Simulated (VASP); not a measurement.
# Cu16Te in VASP: further runs

One slab, Cu16Te, is run at these levels: PBE+D3(BJ), PBE; tasks: relaxation of the atoms, single point.

Program: VASP 6.6.1. These are calculated values, not measurements. Logs are shortened: lines on timing, memory, paths and dates and some standing lists are left out, and cuts for length are marked.

### 1 The structure

The cell holds a slab with vacuum, 17 atoms: a = 5.105 Å, b = 5.105 Å, c = 21.915 Å, α = 90.00°, β = 90.00°, γ = 90.00°.

The cell was built by a generator and needn't be a form met in nature.

### 2 Relaxation of the atoms, PBE+D3(BJ)

INCAR reads:

```
PREC     = Accurate       # precision mode
ENCUT    = 400            # plane-wave cutoff, eV
EDIFF    = 1E-6           # SCF threshold, eV
ISMEAR   = 1              # smearing method
SIGMA    = 0.1            # smearing width, eV
LREAL    = Auto         
LASPH    = T              # aspherical terms in the spheres
NELM     = 60             # most SCF steps
ALGO     = Fast           # electronic algorithm
ISIF     = 2              # what is computed and relaxed
LWAVE    = F              # write WAVECAR
LCHARG   = F              # write CHGCAR
GGA      = PE             # functional
IVDW     = 12             # dispersion correction
IBRION   = 2              # ionic algorithm
NSW      = 120            # ionic steps
EDIFFG   = -0.03          # ionic threshold
ISYM     = 0            
KPAR     = 4
```

KPOINTS reads:

```
Automatic mesh
0
Gamma
  6 6 1
```

POSCAR reads:

```
Cu16Te
1.0
    5.1053109602      0.0000000000      0.0000000000
    0.0000000000      5.1053109602      0.0000000000
    0.0000000000      0.0000000000     21.9150000000
Cu Te
16 1
Selective dynamics
Direct
    0.2500000000      0.2500000000      0.1140771161  F F F
    0.7500000000      0.2500000000      0.1140771161  F F F
    0.2500000000      0.7500000000      0.1140771161  F F F
    0.7500000000      0.7500000000      0.1140771161  F F F
    0.0000000000      0.0000000000      0.1964407940  F F F
    0.5000000000      0.0000000000      0.1964407940  F F F
    0.0000000000      0.5000000000      0.1964407940  F F F
    0.5000000000      0.5000000000      0.1964407940  F F F
    0.2500000000      0.2500000000      0.2788044718  T T T
    0.7500000000      0.2500000000      0.2788044718  T T T
    0.2500000000      0.7500000000      0.2788044718  T T T
    0.7500000000      0.7500000000      0.2788044718  T T T
    0.0000000000      0.0000000000      0.3611681497  T T T
    0.5000000000      0.0000000000      0.3611681497  T T T
    0.0000000000      0.5000000000      0.3611681497  T T T
    0.5000000000      0.5000000000      0.3611681497  T T T
    0.2500000000      0.2500000000      0.4460518149  T T T
```

Potentials or basis: VASP PAW PBE potentials, release 64 (Cu, Te).

Launch:

```console
$ cat potpaw_PBE.64/Cu/POTCAR potpaw_PBE.64/Te/POTCAR > POTCAR
$ mpirun -np 4 vasp_std > vasp.out
```

OUTCAR:

```text
PREC = Accurate
   ENCUT = 400
   EDIFF = 1E-6
   ISMEAR = 1
   LREAL = Auto
   LASPH = T
   NELM = 60
   ISIF = 2
   GGA = PE
   IVDW = 12
   IBRION = 2
   NSW = 120
   EDIFFG = -0.03
   ISYM = 0
 IVDW          = 12

 ion  position               nearest neighbor table
   1  0.250  0.250  0.114-   2 2.55   3 2.55   3 2.55   2 2.55   7 2.55   8 2.55   5 2.55   6 2.55

   2  0.750  0.250  0.114-   1 2.55   4 2.55   4 2.55   1 2.55   7 2.55   8 2.55   5 2.55   6 2.55

   3  0.250  0.750  0.114-   1 2.55   4 2.55   1 2.55   4 2.55   7 2.55   8 2.55   5 2.55   6 2.55
[... 12 lines left out ...]
                            15 2.55  16 2.55  13 2.55  14 2.55
  10  0.750  0.250  0.279-   5 2.55   6 2.55   7 2.55   8 2.55   9 2.55  12 2.55  12 2.55   9 2.55
                            15 2.55  16 2.55  13 2.55  14 2.55
  11  0.250  0.750  0.279-   5 2.55   6 2.55   7 2.55   8 2.55   9 2.55  12 2.55   9 2.55  12 2.55
                            15 2.55  16 2.55  13 2.55  14 2.55
  12  0.750  0.750  0.279-   5 2.55   6 2.55   7 2.55   8 2.55  10 2.55  11 2.55  10 2.55  11 2.55
                            15 2.55  16 2.55  13 2.55  14 2.55
  13  0.000  0.000  0.361-  14 2.55  15 2.55  15 2.55  14 2.55   9 2.55  10 2.55  11 2.55  12 2.55
                            17 2.59
  14  0.500  0.000  0.361-  13 2.55  16 2.55  16 2.55  13 2.55   9 2.55  10 2.55  11 2.55  12 2.55
                            17 2.59
  15  0.000  0.500  0.361-  13 2.55  16 2.55  13 2.55  16 2.55   9 2.55  10 2.55  11 2.55  12 2.55
                            17 2.59
  16  0.500  0.500  0.361-  14 2.55  15 2.55  14 2.55  15 2.55   9 2.55  10 2.55  11 2.55  12 2.55
                            17 2.59
  17  0.250  0.250  0.446-  13 2.59  14 2.59  15 2.59  16 2.59

IMPORTANT INFORMATION: All symmetrisations will be switched off!
NOSYMM: (Re-)initialisation of all symmetry stuff for point group C_1.

----------------------------------------------------------------------------------------

                                     Primitive cell

  volume of cell :     571.1969

  direct lattice vectors                    reciprocal lattice vectors
     5.105310960  0.000000000  0.000000000     0.195874455  0.000000000  0.000000000
     0.000000000  5.105310960  0.000000000     0.000000000  0.195874455  0.000000000
     0.000000000  0.000000000 21.915000000     0.000000000  0.000000000  0.045630846

  length of vectors
     5.105310960  5.105310960 21.915000000     0.195874455  0.195874455  0.045630846

  position of ions in fractional coordinates (direct lattice)
     0.250000000  0.250000000  0.114077116
     0.750000000  0.250000000  0.114077116
     0.250000000  0.750000000  0.114077116
     0.750000000  0.750000000  0.114077116
     0.000000000  0.000000000  0.196440794
     0.500000000  0.000000000  0.196440794
[... 9 lines left out ...]
     0.500000000  0.500000000  0.361168150
     0.250000000  0.250000000  0.446051815

  ion indices of the primitive-cell ions
   primitive index   ion index
                 1           1
                 2           2
                 3           3
                 4           4
                 5           5
[... 86 lines left out ...]
   ISYM   =      0    0-nonsym 1-usesym 2-fastsym
   POTIM  = 0.5000    time-step for ionic-motion
   TEBEG  =    0.0;   TEEND  =   0.0 temperature during run
   PSTRESS=    0.0 pullay stress
   NELECT =     182.0000    total number of electrons
   NUPDOWN=      -1.0000    fix difference up-down
   EMIN   =  10.00;   EMAX   =-10.00  energy-range for DOS
   EFERMI =   0.00;   METHOD = LEGACY
   ISMEAR =     1;   SIGMA  =   0.10  broadening in eV -4-tet -1-fermi 0-gaus
   EFERMI_NEDOS =   21; number of points for ismear=-14 and -15
   IALGO  =     68    algorithm
   IMIX   =      4    mixing-type and parameters
     AMIX     =   0.40;   BMIX     =  1.00
     AMIX_MAG =   1.60;   BMIX_MAG =  1.00
  volume/ion in A,a.u.               =      33.60       226.74
  Fermi-wavevector in a.u.,A,eV,Ry     =   1.118158  2.113013 17.011068  1.250278
  Thomas-Fermi vector in A             =   2.254787
   LORBIT       =      0    0 simple, 1 ext, 2 COOP (PROOUT), +10 PAW based schemes
   GGA     = PE    functional components
   LHFCALC =     F    Hartree Fock is set to
   AEXX    =    0.0000 exact exchange contribution
   IVDW    =    12    specifies the selected vdW correction
   LEPSILON=     F    determine dielectric tensor
   LRPA    =     F    only Hartree local field effects (RPA)
 conjugate gradient relaxation of ions
 non-spin polarized calculation
 RMM-DIIS sequential band-by-band and
 Methfessel and Paxton  Order N= 1 SIGMA  =   0.10
  energy-cutoff  :      400.00
  volume of cell :      571.20
 maximum number of plane-waves:     10427
 NGX is ok and might be reduce to    36
   NGX = 17   NGY = 17   NGZ = 71

--------------------------------------- Ionic step        1  -------------------------------------------

 number of electron     182.0000357 magnetization

 Free energy of the ion-electron system (eV)
  ---------------------------------------------------
  ext. energy  EPLUGINS =         0.00000000
  ---------------------------------------------------
  free energy    TOTEN  =       -59.61815889 eV

  energy without entropy =      -59.61622308  energy(sigma->0) =      -59.61751362

------------------------ aborting loop because EDIFF is reached ----------------------------------------

 Edisp (eV)   -7.16747

 E8    (eV) :    -3.2023
[... 150 lines left out ...]
  FREE ENERGIE OF THE ION-ELECTRON SYSTEM (eV)
  ---------------------------------------------------
  free  energy   TOTEN  =       -66.8277982453 eV

  energy  without entropy=      -66.8269524098  energy(sigma->0) =      -66.82751630

[... ionic steps 4 to 9 ...]

--------------------------------------- Ionic step       10  -------------------------------------------

 number of electron     182.0000156 magnetization

------------------------ aborting loop because EDIFF is reached ----------------------------------------
[... 105 lines left out ...]
--------------------------------------- Ionic step       12  -------------------------------------------

 number of electron     182.0000133 magnetization

 Free energy of the ion-electron system (eV)
  ---------------------------------------------------
  ext. energy  EPLUGINS =         0.00000000
  ---------------------------------------------------
  free energy    TOTEN  =       -59.61108595 eV

  energy without entropy =      -59.61221932  energy(sigma->0) =      -59.61146374

 E-fermi :   0.0754     XC(G=0):  -5.5458

 val. band max:        0.0728725594   @ k =  -0.3333   0.5000   0.0000
 cond. band min:       0.1055394898   @ k =  -0.3333   0.3333   0.0000
 fundamental gap:      0.0326669304
 Fermi energy:         0.0754091233

 k-point     1 :       0.0000    0.0000    0.0000
  band No.  band energies     occupation
      1     -11.3275      2.00000
      2      -8.7170      2.00000
      3      -6.9570      2.00000
      4      -5.1578      2.00000
      5      -4.9661      2.00000
      6      -4.9577      2.00000
[... 2109 lines left out ...]
    102       5.9317      0.00000
    103       5.9317      0.00000
 [bands above 103 left out]

------------------------ aborting loop because EDIFF is reached ----------------------------------------

 Edisp (eV)   -7.23556

 E8    (eV) :    -3.2357
[... 40 lines left out ...]
  FREE ENERGIE OF THE ION-ELECTRON SYSTEM (eV)
  ---------------------------------------------------
  free  energy   TOTEN  =       -66.8466424664 eV

  energy  without entropy=      -66.8477758337  energy(sigma->0) =      -66.84702026

 reached required accuracy - stopping structural energy minimisation
```

OSZICAR:

```text
N       E                     dE             d eps       ncg     rms          rms(c)
DAV:   1     0.158899616225E+04    0.15890E+04   -0.66001E+04  4360   0.169E+03
DAV:   2     0.126974663464E+03   -0.14620E+04   -0.14170E+04  4360   0.408E+02
DAV:   3    -0.611599718848E+02   -0.18813E+03   -0.17610E+03  4661   0.198E+02
[... 161 lines left out ...]
       N       E                     dE             d eps       ncg     rms          rms(c)
DAV:   1    -0.596109826330E+02   -0.73934E-03   -0.65528E-02  4686   0.811E-01    0.297E-02
RMM:   2    -0.596110490303E+02   -0.66397E-04   -0.70742E-04  4404   0.188E-01    0.153E-02
RMM:   3    -0.596110925545E+02   -0.43524E-04   -0.42392E-04  6025   0.973E-02    0.225E-02
RMM:   4    -0.596110855383E+02    0.70162E-05   -0.19829E-05  4449   0.259E-02    0.140E-02
RMM:   5    -0.596110859479E+02   -0.40965E-06   -0.83419E-06  3815   0.113E-02
  12 F= -.66846642E+02 E0= -.66847020E+02  d E =-.688416E-03
```

It took 70 min on 4 MPI ranks of Intel Xeon Platinum 8259CL at 2.50GHz (Skylake/Cascade Lake), shared host; peak memory 0.88 GiB.

Results:

| Property | Result |
| --- | --- |
| Free energy | -66.8466 eV |
| Energy gained by relaxing | 3.6 meV/atom |
| Ionic steps | 12 |
| Band gap on the k mesh | none (metal or under the smearing width) |
| Dispersion energy per atom | -0.426 eV |

The path:
| step | energy change (eV) | largest force (eV/Å) | pressure (GPa) |
| --- | --- | --- | --- |
| 1 | 0.0000 | 0.3643 | -2.31 |
| 2 | -0.0288 | 0.3635 | -2.31 |
| 3 | -0.0422 | 0.3696 | -2.27 |
| 4 | -0.0491 | 0.2968 | -2.17 |
| 5 | -0.0502 | 0.2965 | -2.13 |
| 6 | -0.0533 | 0.2944 | -2.08 |
| 7 | -0.0580 | 0.2920 | -1.96 |
| 8 | -0.0582 | 0.2910 | -1.91 |
| 9 | -0.0602 | 0.2886 | -1.85 |
| 10 | -0.0603 | 0.2885 | -1.83 |
| 11 | -0.0610 | 0.2880 | -1.80 |
| 12 | -0.0610 | 0.2888 | -1.83 |

Final structure:
```
Cu Te
1.0
     5.10531    0.00000    0.00000
     0.00000    5.10531    0.00000
     0.00000    0.00000   21.91500
Cu Te
16 1
Direct
  0.25000 0.25000 0.11408
  0.75000 0.25000 0.11408
  0.25000 0.75000 0.11408
  0.75000 0.75000 0.11408
  0.00000 0.00000 0.19644
  0.50000 0.00000 0.19644
  0.00000 0.50000 0.19644
  0.50000 0.50000 0.19644
  0.25000 0.25000 0.27680
  0.75000 0.25000 0.27711
  0.25000 0.75000 0.27711
  0.75000 0.75000 0.27830
  0.99415 0.99415 0.35876
  0.50585 0.99415 0.35876
  0.99415 0.50585 0.35876
  0.50585 0.50585 0.35876
  0.25000 0.25000 0.44013
```

Levels at points of the mesh, in eV from the Fermi level:
| k point | band 88 | band 89 | band 90 | band 91 | band 92 | band 93 | band 94 | band 95 |
| --- | --- | --- | --- | --- | --- | --- | --- | --- |
| (0.00, 0.00, 0.00) | -0.45 | -0.45 | -0.40 | -0.39 | -0.30 | -0.25 | -0.06 | -0.06 |
| (0.50, 0.00, 0.00) | -0.67 | -0.40 | 0.14 | 0.64 | 0.67 | 0.77 | 0.81 | 1.59 |
| (0.00, 0.50, 0.00) | -0.67 | -0.40 | 0.14 | 0.64 | 0.67 | 0.77 | 0.81 | 1.59 |
| (0.50, 0.50, 0.00) | -1.32 | -1.24 | -0.62 | -0.62 | -0.26 | 0.14 | 1.02 | 1.02 |

Spin-orbit coupling is left out, which matters for the levels of Te.

(Continued in part 2 of 2.)
